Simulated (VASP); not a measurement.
Consider the following.

```
KF
1.0
    0.00000     2.65442     2.65442
    2.65442     0.00000     2.65442
    2.65442     2.65442     0.00000
K F
1 1
Direct
  0.00000   0.00000   0.00000
  0.50000   0.50000   0.50000
```

These are PBE GGA, VASP's PBE PAW potentials (set 64) (plane waves; VASP 6.6.1) values and carry that method's errors. Settings: 400 eV cut-off, 9×9×9 Γ-centred mesh, Fermi-Dirac smearing of 0.020 eV, potentials K_sv F.

At this cut-off the stress carries a Pulay error, which pulls relaxed volumes low.

What does the run give for the energy per atom (σ→0), pressure, band gap (on the k-mesh) with the smallest direct gap where there is one?

The band gap (on the k-mesh) comes out as 6.29 eV and the smallest direct gap (on the k-mesh) comes out as 6.29 eV. The energy per atom (σ→0) comes out as -4.149 eV/atom and the pressure is -2.61 GPa.

Total energies compare only between runs with the same potentials, cut-off and functional.

The structure comes from a computed database's KF entry; how it stands against other phases isn't given here. The cell was not relaxed at this level.
